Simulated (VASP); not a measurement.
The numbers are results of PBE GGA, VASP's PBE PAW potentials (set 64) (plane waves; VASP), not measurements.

The input files of a VASP run:

**KPOINTS**
```
Automatic mesh
0
G
  8 8 8
0 0 0
```

### POSCAR
```
GaP
1
   -0.0000000000     2.7529443306     2.7529443306
    2.7529443306     0.0000000000     2.7529443306
    2.7529443306     2.7529443306    -0.0000000000
Ga P
1 1
Direct
  0.0000000000   0.0000000000   0.0000000000
  0.2500000000   0.2500000000   0.2500000000
```

### INCAR
```
# general
SYSTEM  = GaP
PREC    = Accurate
ENCUT   = 520
LREAL   = .FALSE.
LASPH   = .TRUE.   # aspherical one-centre terms

# electronic loop
EDIFF   = 1E-6   # SCF stop (eV)
NELM    = 100
ALGO    = Normal
LMAXMIX = 4

# smearing
ISMEAR  = 0   # Gaussian
SIGMA   = 0.05   # width (eV)

# functional
GGA     = PE

# ions
IBRION  = 2   # conjugate gradients
NSW     = 60
ISIF    = 3   # ions, shape and volume
EDIFFG  = -0.01   # ionic stop

# output
LWAVE   = .FALSE.
LCHARG  = .FALSE.
```

POTCAR, in this order: Ga_d P (PBE.64 set). Program: vasp_std.

What VASP printed:

File OUTCAR:
```
 ion  position               nearest neighbor table
   1  0.000  0.000  0.000-   2 2.38   2 2.38   2 2.38   2 2.38
   2  0.250  0.250  0.250-   1 2.38   1 2.38   1 2.38   1 2.38
  LATTYP: Found a face centered cubic cell.
 ALAT       =     5.5058886612
 Subroutine PRICEL returns:
 Original cell was already a primitive cell.
 Subroutine GETGRP returns: Found 24 space group operations
The static configuration has the point symmetry T_d .
The dynamic configuration has the point symmetry T_d .
 Subroutine INISYM returns: Found 24 space group operations
 Subroutine IBZKPT returns following result:
 Found     29 irreducible k-points:

 Following reciprocal coordinates:
            Coordinates               Weight
  0.000000  0.000000  0.000000      1.000000
  0.125000  0.000000  0.000000      8.000000
  0.250000  0.000000  0.000000      8.000000
  0.375000  0.000000  0.000000      8.000000
  0.500000  0.000000  0.000000      4.000000
  0.125000  0.125000  0.000000      6.000000
  0.250000  0.125000  0.000000     24.000000
  0.375000  0.125000  0.000000     24.000000
  0.500000  0.125000  0.000000     24.000000
...
```

File OSZICAR:
```
       N       E                     dE             d eps       ncg     rms          rms(c)
DAV:   1     0.833069792304E+02    0.83307E+02   -0.94433E+03   762   0.199E+03
DAV:   2    -0.263063309438E+01   -0.85938E+02   -0.83243E+02   824   0.345E+02
DAV:   3    -0.924122168660E+01   -0.66106E+01   -0.65800E+01   939   0.774E+01
DAV:   4    -0.938371146261E+01   -0.14249E+00   -0.14240E+00   949   0.126E+01
DAV:   5    -0.938636220703E+01   -0.26507E-02   -0.26507E-02   971   0.141E+00    0.411E+00
DAV:   6    -0.914915612909E+01    0.23721E+00   -0.46671E-01  1144   0.124E+01    0.270E+00
DAV:   7    -0.912491373802E+01    0.24242E-01   -0.10863E-01   960   0.241E+00    0.110E+00
DAV:   8    -0.912506634357E+01   -0.15261E-03   -0.14114E-02   884   0.177E+00    0.149E-01
DAV:   9    -0.912544417268E+01   -0.37783E-03   -0.15880E-03   976   0.698E-01    0.913E-02
DAV:  10    -0.912551181974E+01   -0.67647E-04   -0.12927E-04  1070   0.121E-01    0.448E-02
DAV:  11    -0.912558756251E+01   -0.75743E-04   -0.11556E-04   824   0.113E-01    0.660E-03
DAV:  12    -0.912558677934E+01    0.78317E-06   -0.46187E-06   934   0.355E-02
   1 F= -.91255868E+01 E0= -.91255868E+01  d E =-.912559E+01
```

File OUTCAR:
```
------------------------ aborting loop because EDIFF is reached ----------------------------------------
  FORCE on cell =-STRESS in cart. coord.  units (eV):
  Direction    XX          YY          ZZ          XY          YZ          ZX
  --------------------------------------------------------------------------------------
  Total       -0.0129651     -0.0129651     -0.0129651      0.0000000      0.0000000      0.0000000
  in kB       -0.4978102     -0.4978102     -0.4978102      0.0000000      0.0000000      0.0000000
  external PRESSURE =      -0.4978102 kB  Pullay stress =       0.0000000 kB
  volume of cell :       41.73
      direct lattice vectors                 reciprocal lattice vectors
     0.000000000  2.752944331  2.752944331    -0.181623724  0.181623724  0.181623724
     2.752944331  0.000000000  2.752944331     0.181623724 -0.181623724  0.181623724
     2.752944331  2.752944331  0.000000000     0.181623724  0.181623724 -0.181623724
  FREE ENERGIE OF THE ION-ELECTRON SYSTEM (eV)
  ---------------------------------------------------
  free  energy   TOTEN  =        -9.1255867793 eV

  energy  without entropy=       -9.1255867793  energy(sigma->0) =       -9.12558678

 reached required accuracy - stopping structural energy minimisation
```
(Selected blocks of OUTCAR.)

File OUTCAR:
```
 val. band max:        4.3475918141   @ k =   0.0000   0.0000   0.0000

 cond. band min:       5.9239691396   @ k =   0.0000   0.0000   0.0000


 Fermi energy:         4.6119555566

 k-point     1 :       0.0000    0.0000    0.0000
  band No.  band energies     occupation
      1     -10.1555      2.00000
      2     -10.1555      2.00000
      3     -10.1555      2.00000
      4     -10.0647      2.00000
      5     -10.0647      2.00000
      6      -7.9201      2.00000
      7       4.3476      2.00000
      8       4.3476      2.00000
      9       4.3476      2.00000
     10       5.9240      0.00000
     11       8.2434      0.00000
     12       8.2434      0.00000
     13       8.2434      0.00000

 k-point     2 :       0.1250    0.0000    0.0000
  band No.  band energies     occupation
      1     -10.1673      2.00000
      2     -10.1512      2.00000
      3     -10.1512      2.00000
      4     -10.0647      2.00000
      5     -10.0647      2.00000
      6      -7.7258      2.00000
      7       2.7221      2.00000
      8       4.1289      2.00000
      9       4.1289      2.00000
     10       6.6288      0.00000
     11       8.5800      0.00000
     12       8.5800      0.00000
     13       8.7546      0.00000

 k-point     3 :       0.2500    0.0000    0.0000
  band No.  band energies     occupation
      1     -10.1936      2.00000
      2     -10.1422      2.00000
      3     -10.1422      2.00000
      4     -10.0636      2.00000
      5     -10.0636      2.00000
      6      -7.1755      2.00000
      7       0.5377      2.00000
      8       3.7137      2.00000
      9       3.7137      2.00000
     10       6.3975      0.00000
     11       9.0771      0.00000
     12       9.0772      0.00000
     13      10.5454      0.00000

 k-point     4 :       0.3750    0.0000    0.0000
  band No.  band energies     occupation
      1     -10.2178      2.00000
      2     -10.1352      2.00000
      3     -10.1352      2.00000
...
```

The compound is GaP in the zinc blende structure. It was relaxed first. The start is the result of an earlier pass.
